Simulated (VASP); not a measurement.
Input:

```
SnTe
1.0
    0.00000     3.14254     3.14254
    3.14254     0.00000     3.14254
    3.14254     3.14254     0.00000
Sn Te
1 1
Cartesian
  0.00000   0.00000   0.00000
  3.14254   3.14254   3.14254
```

Level of theory: PBEsol GGA, VASP's PBE PAW potentials (set 64) (plane waves; VASP). Numerical set-up: 500 eV cut-off, 7×7×7 Γ-centred mesh, Gaussian smearing of 0.050 eV, potentials Sn_d Te.

Problem. Estimate the energy per atom (σ→0).

Solution. 
| Item | Value |
|---|---|
| energy per atom (σ→0) | -4.172 eV/atom |

Only differences to runs with the same potentials and settings are physical.

The structure was generated: SnTe was put into the rock salt type (Fm-3m), which need not be its known phase. It was relaxed first, which changed the volume by +16 %.
